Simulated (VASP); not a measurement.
A convergence study with VASP on ZrC (space group Fm-3m): one setting is varied, all else stays as given below, so the limit is that of these other settings.

```xyz
2
Lattice="0.0000 2.3571 2.3571 2.3571 0.0000 2.3571 2.3571 2.3571 0.0000" Properties=species:S:1:pos:R:3 pbc="T T T"
Zr     0.0000     0.0000     0.0000
C      2.3571     2.3571     2.3571
```

Method: PBE GGA, VASP's PBE PAW potentials (set 64) (plane waves; VASP). The tightest run used: 600 eV cut-off, 12×12×12 Γ-centred mesh, Fermi-Dirac smearing of 0.10 eV, potentials Zr_sv C.

```json
[
 {"setting": "ENCUT = 200", "highest Γ mode (cm⁻¹)": "385.2", "plane waves": "176"},
 {"setting": "ENCUT = 240", "highest Γ mode (cm⁻¹)": "404.6", "plane waves": "229"},
 {"setting": "ENCUT = 280", "highest Γ mode (cm⁻¹)": "404.4", "plane waves": "291"}
]
```

Problem. These are the cheaper rows. Estimate the results at ENCUT = 600, and how far the last row shown lies from them.

Solution. 
```json
[
 {"quantity": "highest Γ mode (cm⁻¹)", "tightest run": "412.2", "last row shown is off by": "-7.8"}
]
```

Left out are rungs that failed or repeat a setting and relaxations that didn't move; long series are thinned to 24 rows.

The structure is a typed ZrC crystal (space group no. 225). The cell was not relaxed at this level.
